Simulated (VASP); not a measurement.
Method: PBE GGA, VASP's PBE PAW potentials (set 64) (plane waves; VASP 6.6.1).

The input files of a VASP run:

INCAR:
```
ALGO = Normal
DIPOL = 0.5 0.5 0.5
EDIFF = 1E-5
EDIFFG = -0.03
ENCUT = 400
GGA = PE
IBRION = 2
IDIPOL = 3
ISIF = 2
ISMEAR = 1
LASPH = .TRUE.
LCHARG = .FALSE.
LDIPOL = .TRUE.
LMAXMIX = 6
LREAL = .FALSE.
LWAVE = .TRUE.
NELM = 100
NELMIN = 4
NSW = 50
PREC = Normal
SIGMA = 0.1
SYSTEM = Ir16Cl
```

**POSCAR**
```
Ir16Cl
1.0
  5.4755939291   0.0000000000   0.0000000000
  2.7377969646   4.7420032042   0.0000000000
  0.0000000000   0.0000000000  20.8222511960
Ir Cl
16 1
direct
  0.0000000000   0.0000000000   0.3389650000
  0.5000000000   0.0000000000   0.3389650000
  0.0000000000   0.5000000000   0.3389650000
  0.5000000000   0.5000000000   0.3389650000
  0.1666670000   0.1666670000   0.4463220000
  0.6666670000   0.1666670000   0.4463220000
  0.1666670000   0.6666670000   0.4463220000
  0.6666670000   0.6666670000   0.4463220000
 -0.1666670000   0.3333330000   0.5536780000
  0.3333330000   0.3333330000   0.5536780000
 -0.1666670000   0.8333330000   0.5536780000
  0.3333330000   0.8333330000   0.5536780000
  0.0000000000   0.0000000000   0.6610350000
  0.5000000000   0.0000000000   0.6610350000
  0.0000000000   0.5000000000   0.6610350000
  0.5000000000   0.5000000000   0.6610350000
  0.0000000000   0.0000000000   0.7787040000
```

**KPOINTS**
```
Regular mesh
0
gamma
 6 6 1
0 0 0
```

POTCAR, in this order: Ir Cl (PBE.64 set). Program: vasp_std.

The run wrote:

**OSZICAR**
```
...
DAV:   5    -0.137303157636E+03    0.86813E-02   -0.22681E-02  2320   0.913E-01    0.425E-01
DAV:   6    -0.137302354708E+03    0.80293E-03   -0.47474E-03  2084   0.440E-01    0.250E-01
DAV:   7    -0.137302042887E+03    0.31182E-03   -0.37499E-03  2072   0.366E-01    0.133E-01
DAV:   8    -0.137301973990E+03    0.68898E-04   -0.10890E-03  2096   0.208E-01    0.867E-02
DAV:   9    -0.137301944608E+03    0.29382E-04   -0.28833E-04  2000   0.119E-01    0.527E-02
DAV:  10    -0.137301936404E+03    0.82046E-05   -0.63080E-05  1312   0.609E-02
   3 F= -.13730194E+03 E0= -.13730238E+03  d E =-.161927E+00
       N       E                     dE             d eps       ncg     rms          rms(c)
DAV:   1    -0.137316673074E+03   -0.14728E-01   -0.77526E+00  1260   0.760E+00    0.487E-01
DAV:   2    -0.137329382045E+03   -0.12709E-01   -0.12631E-01  1814   0.164E+00    0.453E-01
DAV:   3    -0.137339827819E+03   -0.10446E-01   -0.51410E-02  2376   0.127E+00    0.119E+00
DAV:   4    -0.137328277442E+03    0.11550E-01   -0.32889E-02  2368   0.102E+00    0.503E-01
DAV:   5    -0.137327885155E+03    0.39229E-03   -0.19226E-03  2144   0.249E-01    0.426E-01
DAV:   6    -0.137327205313E+03    0.67984E-03   -0.22237E-03  1776   0.184E-01    0.219E-01
DAV:   7    -0.137327100546E+03    0.10477E-03   -0.18151E-03  2120   0.271E-01    0.119E-01
DAV:   8    -0.137326951397E+03    0.14915E-03   -0.84244E-04  2144   0.172E-01    0.420E-02
DAV:   9    -0.137326951861E+03   -0.46342E-06   -0.14202E-04  1864   0.764E-02    0.331E-02
DAV:  10    -0.137326957499E+03   -0.56389E-05   -0.59324E-05  1072   0.494E-02
   4 F= -.13732696E+03 E0= -.13732672E+03  d E =-.250211E-01
       N       E                     dE             d eps       ncg     rms          rms(c)
DAV:   1    -0.137327784080E+03   -0.83222E-03   -0.55166E+00  1260   0.642E+00    0.412E-01
DAV:   2    -0.137336897740E+03   -0.91137E-02   -0.90106E-02  1822   0.139E+00    0.393E-01
DAV:   3    -0.137345952250E+03   -0.90545E-02   -0.43003E-02  2360   0.117E+00    0.108E+00
DAV:   4    -0.137336046787E+03    0.99055E-02   -0.27642E-02  2368   0.936E-01    0.428E-01
DAV:   5    -0.137335758531E+03    0.28826E-03   -0.12136E-03  2004   0.192E-01    0.360E-01
DAV:   6    -0.137335513370E+03    0.24516E-03   -0.15612E-03  1952   0.178E-01    0.237E-01
DAV:   7    -0.137335296374E+03    0.21700E-03   -0.25010E-03  2120   0.291E-01    0.134E-01
DAV:   8    -0.137335136840E+03    0.15953E-03   -0.81068E-04  2118   0.159E-01    0.454E-02
DAV:   9    -0.137335131620E+03    0.52199E-05   -0.11562E-04  1792   0.730E-02    0.298E-02
DAV:  10    -0.137335132851E+03   -0.12304E-05   -0.39121E-05   936   0.427E-02
   5 F= -.13733513E+03 E0= -.13733438E+03  d E =-.331964E-01
       N       E                     dE             d eps       ncg     rms          rms(c)
DAV:   1    -0.137335096732E+03    0.34889E-04   -0.12615E-01  1264   0.971E-01    0.673E-02
DAV:   2    -0.137335560612E+03   -0.46388E-03   -0.28444E-03  1950   0.273E-01    0.163E-01
DAV:   3    -0.137335492338E+03    0.68273E-04   -0.26970E-03  2080   0.301E-01    0.148E-01
DAV:   4    -0.137335304530E+03    0.18781E-03   -0.67328E-04  1960   0.148E-01    0.753E-02
DAV:   5    -0.137335285130E+03    0.19399E-04   -0.41644E-05  1076   0.425E-02    0.528E-02
DAV:   6    -0.137335282554E+03    0.25763E-05   -0.33383E-05   932   0.307E-02
   6 F= -.13733528E+03 E0= -.13733446E+03  d E =-.333462E-01
       N       E                     dE             d eps       ncg     rms          rms(c)
DAV:   1    -0.137336498579E+03   -0.12134E-02   -0.36745E+00  1260   0.516E+00    0.345E-01
DAV:   2    -0.137355959194E+03   -0.19461E-01   -0.10203E-01  1934   0.158E+00    0.126E+00
DAV:   3    -0.137342211217E+03    0.13748E-01   -0.61117E-02  1896   0.144E+00    0.340E-01
DAV:   4    -0.137342390669E+03   -0.17945E-03   -0.95246E-03  2116   0.579E-01    0.404E-01
DAV:   5    -0.137341464065E+03    0.92660E-03   -0.19222E-03  2038   0.297E-01    0.255E-01
DAV:   6    -0.137341799034E+03   -0.33497E-03   -0.20155E-03  1990   0.238E-01    0.262E-01
DAV:   7    -0.137341287809E+03    0.51122E-03   -0.17959E-03  2104   0.288E-01    0.140E-01
DAV:   8    -0.137341121855E+03    0.16595E-03   -0.68846E-04  2168   0.162E-01    0.415E-02
DAV:   9    -0.137341119578E+03    0.22774E-05   -0.94083E-05  1656   0.636E-02
   7 F= -.13734112E+03 E0= -.13734060E+03  d E =-.583702E-02
       N       E                     dE             d eps       ncg     rms          rms(c)
DAV:   1    -0.137341122328E+03   -0.47281E-06   -0.38554E-03  1268   0.173E-01    0.368E-02
DAV:   2    -0.137342553269E+03   -0.14309E-02   -0.47082E-03  2442   0.351E-01    0.366E-01
DAV:   3    -0.137341120939E+03    0.14323E-02   -0.44515E-03  2318   0.358E-01    0.273E-02
DAV:   4    -0.137341133235E+03   -0.12297E-04   -0.94447E-05  1592   0.496E-02    0.324E-02
DAV:   5    -0.137341127630E+03    0.56053E-05   -0.24468E-05   910   0.402E-02
   8 F= -.13734113E+03 E0= -.13734060E+03  d E =-.584508E-02
       N       E                     dE             d eps       ncg     rms          rms(c)
DAV:   1    -0.137341382298E+03   -0.24906E-03   -0.54044E-01  1260   0.194E+00    0.367E-01
DAV:   2    -0.137343180128E+03   -0.17978E-02   -0.18958E-02  1710   0.498E-01    0.201E-01
DAV:   3    -0.137346841344E+03   -0.36612E-02   -0.14811E-02  2360   0.656E-01    0.624E-01
DAV:   4    -0.137343125788E+03    0.37156E-02   -0.14077E-02  2336   0.652E-01    0.162E-01
DAV:   5    -0.137343003185E+03    0.12260E-03   -0.15763E-03  2280   0.204E-01    0.129E-01
DAV:   6    -0.137342976365E+03    0.26820E-04   -0.53386E-04  1924   0.122E-01    0.885E-02
DAV:   7    -0.137342931617E+03    0.44748E-04   -0.35284E-04  2080   0.123E-01    0.425E-02
DAV:   8    -0.137342920775E+03    0.10842E-04   -0.79327E-05  1398   0.629E-02    0.243E-02
DAV:   9    -0.137342916195E+03    0.45799E-05   -0.22028E-05   746   0.375E-02
   9 F= -.13734292E+03 E0= -.13734250E+03  d E =-.178857E-02
       N       E                     dE             d eps       ncg     rms          rms(c)
DAV:   1    -0.137342613813E+03    0.30696E-03   -0.23434E-01  1260   0.127E+00    0.244E-01
DAV:   2    -0.137343395620E+03   -0.78181E-03   -0.82834E-03  1704   0.324E-01    0.129E-01
DAV:   3    -0.137344724251E+03   -0.13286E-02   -0.54855E-03  2360   0.402E-01    0.379E-01
DAV:   4    -0.137343396270E+03    0.13280E-02   -0.56385E-03  2344   0.409E-01    0.113E-01
DAV:   5    -0.137343333714E+03    0.62556E-04   -0.82948E-04  2312   0.150E-01    0.883E-02
DAV:   6    -0.137343335441E+03   -0.17266E-05   -0.28712E-04  1968   0.993E-02    0.763E-02
DAV:   7    -0.137343289979E+03    0.45462E-04   -0.18299E-04  1904   0.854E-02    0.219E-02
DAV:   8    -0.137343289849E+03    0.13040E-06   -0.20746E-05   854   0.329E-02
  10 F= -.13734329E+03 E0= -.13734294E+03  d E =-.216222E-02
       N       E                     dE             d eps       ncg     rms          rms(c)
DAV:   1    -0.137343235318E+03    0.54661E-04   -0.26276E-01  1260   0.140E+00    0.150E-01
DAV:   2    -0.137345877146E+03   -0.26418E-02   -0.11328E-02  1912   0.523E-01    0.492E-01
DAV:   3    -0.137344270062E+03    0.16071E-02   -0.14924E-02  1976   0.718E-01    0.214E-01
DAV:   4    -0.137343890439E+03    0.37962E-03   -0.42653E-03  2240   0.345E-01    0.170E-01
DAV:   5    -0.137343848466E+03    0.41973E-04   -0.26342E-04  1974   0.101E-01    0.159E-01
DAV:   6    -0.137343823672E+03    0.24794E-04   -0.12070E-04  1728   0.686E-02    0.145E-01
DAV:   7    -0.137343741745E+03    0.81927E-04   -0.90860E-05  1344   0.663E-02    0.919E-02
DAV:   8    -0.137343695314E+03    0.46430E-04   -0.18467E-04  1784   0.763E-02    0.340E-02
DAV:   9    -0.137343681458E+03    0.13857E-04   -0.49596E-05   946   0.433E-02    0.136E-02
DAV:  10    -0.137343682202E+03   -0.74449E-06   -0.13342E-05   702   0.192E-02
  11 F= -.13734368E+03 E0= -.13734345E+03  d E =-.392354E-03
```

File OUTCAR:
```
------------------------ aborting loop because EDIFF is reached ----------------------------------------
  FORCE on cell =-STRESS in cart. coord.  units (eV):
  Direction    XX          YY          ZZ          XY          YZ          ZX
  --------------------------------------------------------------------------------------
  Total      -13.1787100    -13.1787087     -0.0215667     -0.0000000      0.0000000      0.0000000
  in kB      -39.0537486    -39.0537446     -0.0639108     -0.0000000      0.0000000      0.0000000
  external PRESSURE =     -26.0571347 kB  Pullay stress =       0.0000000 kB
  volume of cell :      540.66
      direct lattice vectors                 reciprocal lattice vectors
     5.475593929  0.000000000  0.000000000     0.182628590 -0.105440671  0.000000000
     2.737796965  4.742003204  0.000000000     0.000000000  0.210881342  0.000000000
     0.000000000  0.000000000 20.822251196     0.000000000  0.000000000  0.048025547
 POSITION                                       TOTAL-FORCE (eV/Angst)
 -----------------------------------------------------------------------------------
      0.00000      0.00000      7.12254        -0.000000     -0.000000      0.012729
      2.73780      0.00966      7.11335         0.000000      0.008305     -0.000709
      1.37726      2.36617      7.11335         0.007192     -0.004153     -0.000709
      4.09833      2.36617      7.11335        -0.007192     -0.004153     -0.000709
      1.36648      0.78894      9.31963         0.006685      0.003860     -0.001116
      4.10912      0.78894      9.31963        -0.006685      0.003860     -0.001116
      2.73780      3.16413      9.31963        -0.000000     -0.007719     -0.001116
      5.47560      3.16134      9.28412        -0.000000     -0.000000     -0.020324
      5.47559      1.57337     11.53231         0.000000      0.005672     -0.001629
      2.73779      1.58067     11.51564        -0.000000     -0.000000     -0.001514
      6.85081      3.95532     11.53231        -0.004912     -0.002836     -0.001629
      4.10037      3.95532     11.53231         0.004912     -0.002836     -0.001629
      0.00000      0.00000     13.77777        -0.000000     -0.000000      0.003371
      2.73780      0.00612     13.69944        -0.000000     -0.001478      0.007340
      1.37420      2.36794     13.69944        -0.001280      0.000739      0.007340
      4.10139      2.36794     13.69944         0.001280      0.000739      0.007340
      0.00000      0.00000     16.09810        -0.000000     -0.000000     -0.005922
 -----------------------------------------------------------------------------------
    total drift:                               -0.000008     -0.000005      0.006576
  FREE ENERGIE OF THE ION-ELECTRON SYSTEM (eV)
  ---------------------------------------------------
  free  energy   TOTEN  =      -137.3436822023 eV

  energy  without entropy=     -137.3429854505  energy(sigma->0) =     -137.34344995

 reached required accuracy - stopping structural energy minimisation
```
(Selected blocks of OUTCAR.)

### CONTCAR
```
Ir16Cl
   1.00000000000000
     5.4755939291000004    0.0000000000000000    0.0000000000000000
     2.7377969646000002    4.7420032042000004    0.0000000000000000
     0.0000000000000000    0.0000000000000000   20.8222511959999999
  Ir              Cl
    16     1
Direct
     0.0000000000000000    0.0000000000000000    0.3420637524299952
     0.4989817625330398    0.0020364749339205    0.3416224417269683
     0.0020364749339205    0.4989817625330398    0.3416224417269683
     0.4989817625330398    0.4989817625330398    0.3416224417269683
     0.1663721837936055    0.1663721837936055    0.4475804234646072
     0.6672566324127792    0.1663721837936055    0.4475804234646072
     0.1663721837936055    0.6672566324127792    0.4475804234646072
     0.6666669999999968    0.6666669999999968    0.4458749383525470
     0.8341024345666592    0.3317941308666910    0.5538456845859991
     0.3333330000000032    0.3333330000000032    0.5530448618921949
     0.8341024345666592    0.8341024345666592    0.5538456845859991
     0.3317941308666910    0.8341024345666592    0.5538456845859991
     0.0000000000000000    0.0000000000000000    0.6616850517762138
     0.4993543387014316    0.0012913225971368    0.6579232322060588
     0.0012913225971368    0.4993543387014316    0.6579232322060588
     0.4993543387014316    0.4993543387014316    0.6579232322060588
     0.0000000000000000    0.0000000000000000    0.7731200495981463
```

The cell is a thin slab with vacuum, built from Ir (fcc): (111) face, Cl adsorbed.
